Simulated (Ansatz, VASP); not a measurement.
**ZrGe in two plane-wave programs**

Aim: how closely do two programs agree when they are given the same cell, functional and k mesh? The cell is generated by rule, not measured, and may not be a known phase. The cell is taken from a series of runs on this material, whose earlier steps may have relaxed, scaled, displaced or heated it; both programs get it as it stands. Other levels of theory on this material are compared in a session of their own.

Program: Ansatz 0.2.0. Level of theory: plane waves, with VASP 6.6.1 beside it; zone-centre phonons at LDA. Results are calculated unless marked as measured.

The structure was built from a prototype and need not be the compound's stable phase.

## Step 1: The structure

The structure is cubic, space group F-43m (No. 216). Conventional cell: a = 5.999 Å, b = 5.999 Å, c = 5.999 Å, α = 90.00°, β = 90.00°, γ = 90.00°. Zr has 4 Ge at 2.60 Å nearest. Nearest to Ge lie 4 Zr at 2.60 Å. Farther neighbours are not listed.

As a file:

```
Zr Ge
1.0
     0.00000    2.99926    2.99926
     2.99926    0.00000    2.99926
     2.99926    2.99926    0.00000
Zr Ge
1 1
Direct
  0.00000 0.00000 0.00000
  0.25000 0.25000 0.25000
```

## Step 2: VASP: zone-centre phonons, LDA

Second derivatives magnify differences that forces hide, and they need a tight electronic threshold.

Lines of VASP's logs that name or quote its potential files are left out, and so is its time.

File INCAR:

```
SYSTEM = ZrGe
PREC = Accurate
ENCUT = 500
EDIFF = 1E-08
NELM = 120
ISMEAR = 0
SIGMA = 0.1
LREAL = .FALSE.
ALGO = Normal
GGA = CA
NBANDS = 19
LASPH = .TRUE.
LORBIT = 11
LWAVE = .FALSE.
LCHARG = .FALSE.
ISIF = 2
IBRION = 8
GGA_COMPAT = .FALSE.
KPAR = 2
```

File POSCAR:

```
ZrGe
1.0
    0.0000000000      2.9992550633      2.9992550633
    2.9992550633      0.0000000000      2.9992550633
    2.9992550633      2.9992550633      0.0000000000
Zr Ge
1 1
Direct
    0.0000000000      0.0000000000      0.0000000000
    0.2500000000      0.2500000000      0.2500000000
```

File KPOINTS:

```
Automatic mesh
0
Gamma
12 12 12
0 0 0
```

The projector-augmented-wave data sets are Zr_sv and Ge_d (LDA family, release 64).

The run is started by

```sh
$ mpirun -np 2 vasp_std
```

Numbers of over 12 decimals in the logs are rounded to 6 here.

Log:

```text
[banner, memory and clock lines left out]
running    2 mpi-ranks, on    1 nodes
 distrk:  each k-point on    1 cores,    2 groups
 distr:  one band on    1 cores,    1 groups

 POSCAR found type information on POSCAR ZrGe
 POSCAR found :  2 types and       2 ions
 LDA part: xc-table for (Slater(with rela. corr.)+CA(PZ))
 , standard interpolation
 POSCAR, INCAR and KPOINTS ok, starting setup
 FFT: planning ... GRIDC
 FFT: planning ... GRID_SOFT
 FFT: planning ... GRID
 WAVECAR not read
 entering main loop
       N       E                     dE             d eps       ncg     rms          rms(c)
DAV:   1     0.249013397250E+03    0.24901E+03   -0.13400E+04  3138   0.272E+03
DAV:   2     0.138892143102E+02   -0.23512E+03   -0.22870E+03  2795   0.658E+02
DAV:   3    -0.137198371954E+02   -0.27609E+02   -0.27120E+02  3109   0.142E+02
DAV:   4    -0.154175871276E+02   -0.16977E+01   -0.16920E+01  4571   0.342E+01
DAV:   5    -0.154509292918E+02   -0.33342E-01   -0.33319E-01  3178   0.389E+00    0.112E+01
DAV:   6    -0.139336113755E+02    0.15173E+01   -0.41078E+00  4773   0.671E+01    0.336E+00
DAV:   7    -0.139098497875E+02    0.23762E-01   -0.36237E-01  3281   0.544E+00    0.152E+00
DAV:   8    -0.139057464584E+02    0.41033E-02   -0.50217E-02  4058   0.335E+00    0.410E-01
DAV:   9    -0.139045607898E+02    0.11857E-02   -0.74606E-03  4239   0.106E+00    0.853E-02
DAV:  10    -0.139044461995E+02    0.11459E-03   -0.90567E-04  3182   0.304E-01    0.380E-02
DAV:  11    -0.139044326863E+02    0.13513E-04   -0.43112E-05  3634   0.572E-02    0.839E-03
DAV:  12    -0.139044307602E+02    0.19262E-05   -0.14802E-05  3837   0.250E-02    0.576E-03
DAV:  13    -0.139044308185E+02   -0.58360E-07   -0.25154E-06  4131   0.145E-02    0.322E-03
DAV:  14    -0.139044306829E+02    0.13565E-06   -0.56900E-07  4221   0.576E-03    0.295E-04
DAV:  15    -0.139044306859E+02   -0.29822E-08   -0.15394E-08  2398   0.870E-04
   1 F= -.13904431E+02 E0= -.13902682E+02  d E =-.349754E-02
 Linear response reoptimize wavefunctions to high precision
DAV:   1    -0.139044306846E+02    0.12942E-08   -0.65864E-09  2864   0.845E-04
DAV:   2    -0.139044306846E+02   -0.54570E-10   -0.49776E-10  1542   0.212E-04
 Linear response DOF=           2
 Linear response progress:
  Degree of freedom:   1/  2
       N       E                     dE             d eps       ncg     rms          rms(c)
RMM:   1    -0.715386461277E+00   -0.71539E+00    0.34482E+00 14307   0.122E+01
RMM:   2    -0.660503462901E+00    0.54883E-01   -0.30486E-01 19189   0.270E+00    0.221E-01
RMM:   3    -0.662960205872E+00   -0.24567E-02   -0.44292E-02 24293   0.863E-01    0.942E-02
RMM:   4    -0.664696185376E+00   -0.17360E-02   -0.31964E-03 26819   0.252E-01    0.508E-02
RMM:   5    -0.665086917554E+00   -0.39073E-03   -0.79609E-04 27633   0.115E-01    0.202E-02
RMM:   6    -0.665029709054E+00    0.57208E-04   -0.14910E-04 28841   0.522E-02    0.494E-03
RMM:   7    -0.665011626598E+00    0.18082E-04   -0.39397E-05 29233   0.247E-02    0.258E-03
RMM:   8    -0.665006140453E+00    0.54861E-05   -0.15035E-05 29175   0.132E-02    0.488E-04
RMM:   9    -0.665015942581E+00   -0.98021E-05   -0.57639E-06 29098   0.763E-03    0.127E-04
RMM:  10    -0.665015841628E+00    0.10095E-06   -0.19684E-06 29549   0.473E-03    0.170E-04
RMM:  11    -0.665016452901E+00   -0.61127E-06   -0.98235E-07 29391   0.314E-03    0.117E-04
RMM:  12    -0.665018003074E+00   -0.15502E-05   -0.57546E-07 29243   0.223E-03    0.958E-05
RMM:  13    -0.665019297553E+00   -0.12945E-05   -0.40013E-07 27177   0.172E-03    0.173E-04
RMM:  14    -0.665017173325E+00    0.21242E-05   -0.34678E-07 26109   0.135E-03    0.477E-05
[...]
RMM:  26    -0.665019270638E+00   -0.44650E-06   -0.12241E-07 27413   0.169E-04    0.364E-05
RMM:  27    -0.665019596805E+00   -0.32617E-06   -0.10830E-07 27035   0.147E-04    0.215E-05
RMM:  28    -0.665019891723E+00   -0.29492E-06   -0.98927E-08 26732   0.131E-04    0.834E-06
RMM:  29    -0.665020231186E+00   -0.33946E-06   -0.86486E-08 27009   0.121E-04    0.849E-06
RMM:  30    -0.665020289060E+00   -0.57874E-07   -0.77872E-08 26035   0.962E-05    0.896E-06
RMM:  31    -0.665020205633E+00    0.83427E-07   -0.68295E-08 24042   0.867E-05    0.319E-06
RMM:  32    -0.665020145052E+00    0.60581E-07   -0.59460E-08 23960   0.785E-05    0.219E-06
RMM:  33    -0.665020135747E+00    0.93049E-08   -0.50317E-08 22082   0.688E-05    0.385E-06
 first order change of Fermi-energy  -0.21916E-02
 force on displaced ion       1 direction 1 :  -7.728  -0.000  -0.000
 Linear response progress:
  Degree of freedom:   2/  2
       N       E                     dE             d eps       ncg     rms          rms(c)
RMM:   1    -0.190587032013E+00   -0.19059E+00    0.11125E+01 13971   0.573E+01
RMM:   2    -0.200306150872E+00   -0.97191E-02   -0.97886E-03 19409   0.732E-01    0.144E-01
RMM:   3    -0.200529178402E+00   -0.22303E-03   -0.91890E-04 21734   0.239E-01    0.734E-02
RMM:   4    -0.200962097101E+00   -0.43292E-03   -0.23431E-04 23328   0.107E-01    0.153E-02
RMM:   5    -0.200968798547E+00   -0.67014E-05   -0.35522E-05 25443   0.334E-02    0.472E-03
RMM:   6    -0.200999245256E+00   -0.30447E-04   -0.82637E-06 27182   0.141E-02    0.198E-03
RMM:   7    -0.200993201509E+00    0.60437E-05   -0.25329E-06 28447   0.739E-03    0.729E-04
RMM:   8    -0.200996222451E+00   -0.30209E-05   -0.82236E-07 28082   0.409E-03    0.264E-04
RMM:   9    -0.200994563265E+00    0.16592E-05   -0.23821E-07 29015   0.243E-03    0.106E-04
RMM:  10    -0.200994697851E+00   -0.13459E-06   -0.23673E-07 29054   0.140E-03    0.591E-05
RMM:  11    -0.200994614541E+00    0.83311E-07    0.16058E-08 29019   0.877E-04    0.443E-05
RMM:  12    -0.200994630743E+00   -0.16202E-07   -0.19189E-07 29113   0.528E-04    0.360E-05
RMM:  13    -0.200994607629E+00    0.23114E-07   -0.86333E-09 29178   0.336E-04    0.101E-05
RMM:  14    -0.200994607322E+00    0.30639E-09   -0.74378E-08 29386   0.205E-04    0.103E-05
 first order change of Fermi-energy   0.23569E-02
 force on displaced ion       2 direction 1 :  -7.784   0.000   0.000
 Linear response finished
```

Parts of OUTCAR (step 2):

```text
ion  position               nearest neighbor table
   1  0.000  0.000  0.000-   2 2.60   2 2.60   2 2.60   2 2.60
   2  0.250  0.250  0.250-   1 2.60   1 2.60   1 2.60   1 2.60

  LATTYP: Found a face centered cubic cell.
 ALAT       =     5.9985101266

 Subroutine GETGRP returns: Found 24 space group operations
 (whereof 24 operations were pure point group operations)

The static configuration has the point symmetry T_d .

 Found     72 irreducible k-points:

   k-points           NKPTS =     72   k-points in BZ     NKDIM =     72   number of bands    NBANDS=     19

   dimension x,y,z NGX =    32 NGY =   32 NGZ =   32
   dimension x,y,z NGXF=    64 NGYF=   64 NGZF=   64

   ENCUT  =  500.0 eV  36.75 Ry    6.06 a.u.   7.73  7.73  7.73*2*pi/ulx,y,z

   NELECT =      26.0000    total number of electrons

 k-points in reciprocal lattice and weights: Automatic mesh
   0.00000000  0.00000000  0.00000000       0.001
   0.08333333  0.00000000  0.00000000       0.005
   0.16666667  0.00000000  0.00000000       0.005
   0.25000000  0.00000000  0.00000000       0.005
   0.33333333  0.00000000  0.00000000       0.005
   0.41666667  0.00000000  0.00000000       0.005
   0.50000000  0.00000000  0.00000000       0.002
   0.08333333  0.08333333  0.00000000       0.003
   0.16666667  0.08333333  0.00000000       0.014
[...]
-0.33333333  0.50000000  0.16666667       0.007
  -0.25000000  0.50000000  0.25000000       0.003

 average (electrostatic) potential at core
       1 -79.0807       2 -73.9232

  Total        0.0478752      0.0478752      0.0478752      0.0000000      0.0000000      0.0000000
  in kB        1.4215137      1.4215137      1.4215137      0.0000000      0.0000000      0.0000000
  external PRESSURE =       1.4215137 kB  Pullay stress =       0.0000000 kB

  energy-cutoff  :      500.00
  volume of cell :       53.96
      direct lattice vectors                 reciprocal lattice vectors
     0.000000000  2.999255063  2.999255063    -0.166708062  0.166708062  0.166708062
     2.999255063  0.000000000  2.999255063     0.166708062 -0.166708062  0.166708062
     2.999255063  2.999255063  0.000000000     0.166708062  0.166708062 -0.166708062

 POSITION                                       TOTAL-FORCE (eV/Angst)
 -----------------------------------------------------------------------------------
      0.00000      0.00000      0.00000         0.000000      0.000000      0.000000
      1.49963      1.49963      1.49963        -0.000000     -0.000000     -0.000000
 -----------------------------------------------------------------------------------
    total drift:                                0.000001      0.000001      0.000001

 Eigenvectors and eigenvalues of the dynamical matrix
 ----------------------------------------------------

   1 f  =    6.848699 THz    43.031644 2PiTHz  228.448003 cm-1    28.323930 meV
             X         Y         Z           dx          dy          dz
      0.000000  0.000000  0.000000     0.469779   -0.469779   -0.000000
      1.499628  1.499628  1.499628    -0.528495    0.528495   -0.000000

   2 f  =    6.848699 THz    43.031644 2PiTHz  228.448003 cm-1    28.323930 meV
             X         Y         Z           dx          dy          dz
      0.000000  0.000000  0.000000     0.469779    0.469779    0.000000
      1.499628  1.499628  1.499628    -0.528495   -0.528495    0.000000

   3 f  =    6.848699 THz    43.031644 2PiTHz  228.448003 cm-1    28.323930 meV
             X         Y         Z           dx          dy          dz
      0.000000  0.000000  0.000000     0.000000    0.000000   -0.664368
      1.499628  1.499628  1.499628     0.000000    0.000000    0.747406

   4 f/i=    0.012462 THz     0.078303 2PiTHz    0.415696 cm-1     0.051540 meV
             X         Y         Z           dx          dy          dz
      0.000000  0.000000  0.000000     0.746866   -0.027889    0.005343
      1.499628  1.499628  1.499628     0.663888   -0.024790    0.004750

   5 f/i=    0.012462 THz     0.078303 2PiTHz    0.415696 cm-1     0.051540 meV
             X         Y         Z           dx          dy          dz
      0.000000  0.000000  0.000000     0.028147    0.708484   -0.236376
      1.499628  1.499628  1.499628     0.025020    0.629770   -0.210115

   6 f/i=    0.012462 THz     0.078303 2PiTHz    0.415696 cm-1     0.051540 meV
             X         Y         Z           dx          dy          dz
      0.000000  0.000000  0.000000    -0.003755   -0.236407   -0.709022
      1.499628  1.499628  1.499628    -0.003338   -0.210142   -0.630249

 ELASTIC MODULI CONTR FROM IONIC RELAXATION (kBar)
 Direction    XX          YY          ZZ          XY          YZ          ZX
 --------------------------------------------------------------------------------
 XX          -0.0000     -0.0000     -0.0000      0.0000      0.0000      0.0000
 YY          -0.0000     -0.0000     -0.0000      0.0000      0.0000      0.0000
 ZZ          -0.0000     -0.0000     -0.0000      0.0000      0.0000      0.0000
 XY           0.0000      0.0000      0.0000   -726.1158      0.0000      0.0000
 YZ           0.0000      0.0000      0.0000      0.0000   -726.1158      0.0000
 ZX           0.0000      0.0000      0.0000      0.0000      0.0000   -726.1158
 --------------------------------------------------------------------------------
```

(Part 1 of 2 ends here.)

[Lines on the potential files, build, host, timing and source positions are cut from VASP's logs without a mark.]

[Logs are printed without paths, hosts, clocks, repeated set-up lines and the standing remarks that a program may print on its own settings, such as how far it seeks lower states.]

[Hosts, paths, dates, database ids (printed as entryN), source tags and the programs' standing remarks are cut or masked in the printed files.]
